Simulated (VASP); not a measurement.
Output of a VASP run:

OSZICAR:
```
...
       N       E                     dE             d eps       ncg     rms          rms(c)
DAV:   1    -0.358694568792E+02   -0.58303E-02   -0.50008E-01   468   0.239E+00    0.187E-01
DAV:   2    -0.358703993063E+02   -0.94243E-03   -0.13892E-02   526   0.464E-01    0.796E-02
DAV:   3    -0.358704061371E+02   -0.68308E-05   -0.84975E-04   680   0.902E-02    0.464E-02
DAV:   4    -0.358703847962E+02    0.21341E-04   -0.56026E-05   504   0.326E-02    0.242E-02
DAV:   5    -0.358703785420E+02    0.62542E-05   -0.33073E-05   440   0.227E-02
   2 F= -.35870379E+02 E0= -.35870379E+02  d E =-.674589E-02
       N       E                     dE             d eps       ncg     rms          rms(c)
DAV:   1    -0.358716099440E+02   -0.12251E-02   -0.45178E+00   456   0.722E+00    0.574E-01
DAV:   2    -0.358803864502E+02   -0.87765E-02   -0.12647E-01   526   0.140E+00    0.239E-01
DAV:   3    -0.358805420478E+02   -0.15560E-03   -0.75756E-03   688   0.274E-01    0.141E-01
DAV:   4    -0.358804559047E+02    0.86143E-04   -0.55419E-04   536   0.103E-01    0.727E-02
DAV:   5    -0.358805050224E+02   -0.49118E-04   -0.30750E-04   602   0.683E-02    0.188E-02
DAV:   6    -0.358805505175E+02   -0.45495E-04   -0.77887E-05   408   0.273E-02    0.191E-02
DAV:   7    -0.358805640880E+02   -0.13570E-04   -0.52380E-06   324   0.898E-03    0.148E-02
DAV:   8    -0.358806152604E+02   -0.51172E-04   -0.14435E-05   368   0.118E-02    0.889E-03
DAV:   9    -0.358806393045E+02   -0.24044E-04   -0.30248E-06   340   0.533E-03    0.307E-03
DAV:  10    -0.358806742455E+02   -0.34941E-04   -0.75529E-06   358   0.557E-03    0.336E-03
DAV:  11    -0.358807003385E+02   -0.26093E-04   -0.52795E-06   356   0.474E-03    0.256E-03
DAV:  12    -0.358807064817E+02   -0.61432E-05   -0.10282E-06   324   0.238E-03
   3 F= -.35880706E+02 E0= -.35880706E+02  d E =-.170738E-01
       N       E                     dE             d eps       ncg     rms          rms(c)
DAV:   1    -0.358806755650E+02    0.24774E-04   -0.11157E-01   456   0.115E+00    0.892E-02
DAV:   2    -0.358808893916E+02   -0.21383E-03   -0.31686E-03   526   0.223E-01    0.381E-02
DAV:   3    -0.358808910751E+02   -0.16836E-05   -0.19180E-04   666   0.435E-02    0.222E-02
DAV:   4    -0.358808860693E+02    0.50059E-05   -0.12329E-05   370   0.167E-02
   4 F= -.35880886E+02 E0= -.35880886E+02  d E =-.172534E-01
       N       E                     dE             d eps       ncg     rms          rms(c)
DAV:   1    -0.358816856816E+02   -0.79461E-03   -0.12643E-01   474   0.134E+00    0.103E-01
DAV:   2    -0.358819999974E+02   -0.31432E-03   -0.39708E-03   524   0.256E-01    0.485E-02
DAV:   3    -0.358820128120E+02   -0.12815E-04   -0.20554E-04   688   0.459E-02    0.303E-02
DAV:   4    -0.358820091646E+02    0.36473E-05   -0.90389E-06   346   0.157E-02
   5 F= -.35882009E+02 E0= -.35882009E+02  d E =-.112310E-02
       N       E                     dE             d eps       ncg     rms          rms(c)
DAV:   1    -0.358808894563E+02    0.11234E-02   -0.11377E+00   456   0.401E+00    0.305E-01
DAV:   2    -0.358837121289E+02   -0.28227E-02   -0.35466E-02   524   0.766E-01    0.137E-01
DAV:   3    -0.358838406182E+02   -0.12849E-03   -0.18248E-03   696   0.137E-01    0.848E-02
DAV:   4    -0.358838236891E+02    0.16929E-04   -0.80893E-05   552   0.436E-02    0.456E-02
DAV:   5    -0.358838307185E+02   -0.70294E-05   -0.43518E-05   458   0.258E-02
   6 F= -.35883831E+02 E0= -.35883831E+02  d E =-.294465E-02
```

**OUTCAR**
```
------------------------ aborting loop because EDIFF is reached ----------------------------------------
  FORCE on cell =-STRESS in cart. coord.  units (eV):
  Direction    XX          YY          ZZ          XY          YZ          ZX
  --------------------------------------------------------------------------------------
  Total       -1.4720203     -1.4720203     -0.3749290      0.0000000      0.0000000      0.0000000
  in kB       -3.3634936     -3.3634936     -0.8566942      0.0000000      0.0000000      0.0000000
  external PRESSURE =      -2.5278938 kB  Pullay stress =       0.0000000 kB
  volume of cell :      701.19
      direct lattice vectors                 reciprocal lattice vectors
     4.928025290  0.000000000  0.000000000     0.202921037  0.000000000  0.000000000
     0.000000000  4.928025290  0.000000000     0.000000000  0.202921037  0.000000000
     0.000000000  0.000000000 28.872734994     0.000000000  0.000000000  0.034634751
 POSITION                                       TOTAL-FORCE (eV/Angst)
 -----------------------------------------------------------------------------------
      0.00000      2.46401      9.27785         0.000000     -0.000000      0.017019
      2.46401      4.92803     12.66679         0.000000     -0.000000      0.021200
      0.00000      2.46401     16.20595         0.000000      0.000000     -0.021200
      2.46401      0.00000     19.59488         0.000000     -0.000000     -0.017019
      4.92803      2.46401     12.68923         0.000000     -0.000000      0.025090
      2.46401      0.00000      9.19469         0.000000     -0.000000     -0.002053
      0.00000      2.46401     19.67805        -0.000000      0.000000      0.002053
      2.46401      4.92803     16.18351         0.000000      0.000000     -0.025090
 -----------------------------------------------------------------------------------
    total drift:                                0.000000      0.000000      0.000000
  FREE ENERGIE OF THE ION-ELECTRON SYSTEM (eV)
  ---------------------------------------------------
  free  energy   TOTEN  =       -35.8838307185 eV

  energy  without entropy=      -35.8838307185  energy(sigma->0) =      -35.88383072

 reached required accuracy - stopping structural energy minimisation
```
(Selected blocks of OUTCAR.)

File POSCAR:
```
BaTe(100) slab
1
    4.9280252903     0.0000000000     0.0000000000
    0.0000000000     4.9280252903    -0.0000000000
   -0.0000000000    -0.0000000000    28.8727349942
Ba Te
4 4
Direct
  0.0000000000   0.5000000000   0.3189660000
  0.5000000000   0.0000000000   0.4396550000
  0.0000000000   0.5000000000   0.5603450000
  0.5000000000   0.0000000000   0.6810340000
  0.0000000000   0.5000000000   0.4396550000
  0.5000000000   0.0000000000   0.3189660000
  0.0000000000   0.5000000000   0.6810340000
  0.5000000000   0.0000000000   0.5603450000
```

**Question.** Write an INCAR and KPOINTS that could have produced this output.

**Answer.** Several could match; the one computed here: the input of the run itself, PBEsol GGA, plane waves, VASP's PBE PAW potentials (set 64).

### KPOINTS
```
K-points
0
gamma
  4 4 1
0 0 0
```

**INCAR**
```
SYSTEM=BaTe(100) slab
PREC=Normal; ENCUT=400; LREAL=.FALSE.
LASPH=.TRUE.
EDIFF=1E-5; NELM=100; NELMIN=4
ALGO=Normal; LMAXMIX=4
ISMEAR=0; SIGMA=0.05
GGA=PS
IBRION=2; NSW=50; ISIF=2
EDIFFG=-0.03
LWAVE=.TRUE.; LCHARG=.FALSE.
DIPOL=0.5 0.5 0.5
LDIPOL=.TRUE.; IDIPOL=3
```

POTCAR, in this order: Ba_sv Te (PBE.64 set). Program: vasp_std.

The cell is a thin slab with vacuum, built from BaTe (rock salt): (100) face.
